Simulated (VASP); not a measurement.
ZrB₂ (AlB2 type) is relaxed at rising pressure, each step from the one before. Symmetry mostly holds the structure type, and other phases were not tried. The mesh follows the cell, and a change of mesh leaves a small step in the series.

Given:

```xyz
3
Lattice="1.5670 -2.7142 0.0000 1.5670 2.7142 0.0000 0.0000 0.0000 3.4939" Properties=species:S:1:pos:R:3 pbc="T T T"
Zr     0.0000     0.0000     0.0000
B      1.5670     0.9047     1.7470
B      1.5670    -0.9047     1.7470
```

These are LDA (Ceperley-Alder, Perdew-Zunger), VASP's LDA PAW potentials (set 64) (plane waves; VASP) values and carry that method's errors. Settings: 620 eV cut-off, 11×11×9 Γ-centred mesh, first-order Methfessel-Paxton smearing of 0.10 eV, potentials Zr_sv B.

```
P (GPa)  V (Å³/atom)  H − H(0) (eV/atom)  space group  gap on the mesh (eV)   k-mesh
-------  -----------  ------------------  -----------  --------------------  -------
0               9.91               0.000       P6/mmm                  0.00  11×11×9
5               9.72               0.306       P6/mmm                  0.00  11×11×9
10              9.55               0.607       P6/mmm                  0.00  11×11×9
20              9.27               1.194       P6/mmm                  0.00  11×11×9
30              9.00               1.764       P6/mmm                  0.00  12×12×9
45              8.67               2.591       P6/mmm                  0.00  12×12×9
```

Pressures at which the relaxation failed are left out.

The compound is ZrB2 in the AlB2 type structure.
